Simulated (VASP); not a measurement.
Output of a VASP run:

### OSZICAR
```
       N       E                     dE             d eps       ncg     rms          rms(c)
DAV:   1     0.343416952467E+03    0.34342E+03   -0.99137E+03  1944   0.125E+03
DAV:   2     0.518239862353E+01   -0.33823E+03   -0.33354E+03  2721   0.647E+02
DAV:   3    -0.136047510023E+02   -0.18787E+02   -0.18253E+02  3154   0.164E+02
DAV:   4    -0.139789805738E+02   -0.37423E+00   -0.31451E+00  2936   0.201E+01
DAV:   5    -0.139876319162E+02   -0.86513E-02   -0.86471E-02  3187   0.261E+00    0.719E+00
DAV:   6    -0.125252369655E+02    0.14624E+01   -0.41576E+00  2403   0.263E+01    0.284E+00
DAV:   7    -0.124533613170E+02    0.71876E-01   -0.30334E-01  2983   0.531E+00    0.844E-01
DAV:   8    -0.124509057808E+02    0.24555E-02   -0.15129E-02  2814   0.108E+00    0.325E-01
DAV:   9    -0.124506597183E+02    0.24606E-03   -0.20398E-03  3074   0.514E-01    0.142E-01
DAV:  10    -0.124506347761E+02    0.24942E-04   -0.38294E-04  3169   0.195E-01    0.658E-02
DAV:  11    -0.124506343916E+02    0.38444E-06   -0.77168E-05  3159   0.860E-02    0.306E-02
DAV:  12    -0.124506348504E+02   -0.45877E-06   -0.15375E-05  2290   0.368E-02    0.146E-02
DAV:  13    -0.124506351099E+02   -0.25952E-06   -0.36005E-06  1989   0.254E-02
   1 F= -.12450635E+02 E0= -.12450776E+02  d E =0.421936E-03
```

**OUTCAR**
```
------------------------ aborting loop because EDIFF is reached ----------------------------------------
  FORCE on cell =-STRESS in cart. coord.  units (eV):
  Direction    XX          YY          ZZ          XY          YZ          ZX
  --------------------------------------------------------------------------------------
  Total       -1.0539893     -1.0539893     -1.4869415      0.0000000      0.0000000      0.0000000
  in kB      -31.8235803    -31.8235810    -44.8959023      0.0000000      0.0000000      0.0000000
  external PRESSURE =     -36.1810212 kB  Pullay stress =       0.0000000 kB
  volume of cell :       53.06
      direct lattice vectors                 reciprocal lattice vectors
     1.688100000 -2.923875000  0.000000000     0.296190984 -0.171005942  0.000000000
     1.688100000  2.923875000  0.000000000     0.296190984  0.171005942  0.000000000
     0.000000000  0.000000000  5.375400000     0.000000000  0.000000000  0.186032667
 POSITION                                       TOTAL-FORCE (eV/Angst)
 -----------------------------------------------------------------------------------
      1.68810      0.97463      1.34385         0.000000      0.000000      0.000000
      1.68810     -0.97463      4.03155        -0.000000     -0.000000      0.000000
 -----------------------------------------------------------------------------------
    total drift:                                0.000132      0.000704     -0.000015
  FREE ENERGIE OF THE ION-ELECTRON SYSTEM (eV)
  ---------------------------------------------------
  free  energy   TOTEN  =       -12.4506351099 eV

  energy  without entropy=      -12.4510570454  energy(sigma->0) =      -12.45077576
```
(Selected blocks of OUTCAR.)

File POSCAR:
```
Sc
1
    1.6881000000    -2.9238750000     0.0000000000
    1.6881000000     2.9238750000     0.0000000000
    0.0000000000     0.0000000000     5.3754000000
Sc
2
Direct
  0.3333330000   0.6666670000   0.2500000000
  0.6666670000   0.3333330000   0.7500000000
```

Reconstruct the remaining input files.

This is not unique; one that fits is the input of the run itself, PBE GGA, plane waves, VASP's PBE PAW potentials (set 64).

INCAR:
```
LMAXMIX=4
LASPH=.True.   # aspherical one-centre terms
PREC=Accurate
IMIX=1
LWAVE=.False.
ISIF=2   # forces and stress, cell fixed
NELM=100
LCHARG=.False.
ENCUT=400
EDIFF=1E-6   # SCF stop (eV)
BMIX=3.0
LREAL=.False.   # projection in real space or not
ALGO=Normal
GGA=PE   # PBE
AMIX=1.0
SIGMA=0.1   # width (eV)
SYSTEM=Sc
ISMEAR=1   # Methfessel-Paxton
```

File KPOINTS:
```
Regular mesh
0
G
11 11 6
```

POTCAR, in this order: Sc_sv (PBE.64 set). Program: vasp_std.

The compound is Sc in the hcp structure. The cell was not relaxed at this level. The run is one of a series of settings (AMIX = 1.0, BMIX = 3.0, IMIX = 1 against the base run), some of them coarse on purpose.
